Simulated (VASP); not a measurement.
Runs of VASP 6.6.1 on TeRu. The structure is cubic, space group F-43m (No. 216). Conventional cell: a = 6.228 Å, b = 6.228 Å, c = 6.228 Å, α = 90.00°, β = 90.00°, γ = 90.00°. Ru (site symmetry -43m) is surrounded by 4 Te at 2.70 Å. Te (site symmetry -43m) has 4 Ru at 2.70 Å as nearest neighbours. The cell comes from a database or a generator and needn't be the stable form of this composition.

```csv
spin,U,fixed moment (μB),gap on the mesh (eV),pressure (GPa),moment (μB)
"collinear, zero start",Ru d U = 6 eV,-,none,-11.8,0.00
"collinear, ferromagnetic start",Ru d U = 2 eV,4,-,2.4,4.00
"collinear, zero start",Ru d U = 2 eV,-,none,(a),0.00
"collinear, ferromagnetic start",Ru d U = 6 eV,2,-,-0.5,2.00
"collinear, ferromagnetic start",Ru d U = 6 eV,-,none,-0.5,2.00
"collinear, random start",Ru d U = 2 eV,-,none,-13.4,0.16
"collinear, random start",Ru d U = 6 eV,-,none,-0.5,2.00
off,Ru d U = 6 eV,-,none,-11.8,-
```

Alike in all rows: task single point; level PBEsol+U; potentials or basis VASP PAW PBE potentials, release 64 (Ru_pv, Te); cell as given; k mesh 5 × 5 × 5; cutoff (eV) 520; smearing gaussian 0.05 eV.

Estimate the missing entries.

(a) -13.5.

Caveats: the PAW data sets were made with another functional, which shifts forces and pressure a little; the U is typed as a test and isn't derived for this compound; the total moment is fixed, so each spin has its own Fermi level (some runs); the moment is held away from its start (some runs); U without spin polarisation on a metal has little footing (some runs).

A k mesh can miss the band edges, and the runs leave out spin-orbit coupling on Ru, Te.

A gap of «none» marks a metal or a gap under the smearing width.
